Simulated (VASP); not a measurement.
Given:

```
CELL_PARAMETERS angstrom
      0.00000     3.16779     3.16779
      3.16779     0.00000     3.16779
      3.16779     3.16779     0.00000
ATOMIC_POSITIONS crystal
  Sn 0.00000 0.00000 0.00000
  Te 0.50000 0.50000 0.50000
```

Calculation: r2SCAN+rVV10, VASP's PBE PAW potentials (set 64) (plane waves; VASP). Settings: 520 eV cut-off, 7×7×7 Γ-centred mesh, Gaussian smearing of 0.050 eV, potentials Sn_d Te.

### Question
Predict the energy per atom (σ→0).

### Answer

```
Quantity                         Value
---------------------  ---------------
energy per atom (σ→0)  -25.076 eV/atom
```

Total energies compare only between runs with the same potentials, cut-off and functional.

The compound is SnTe in the rock salt structure, which distorts at low temperature. It was relaxed first.
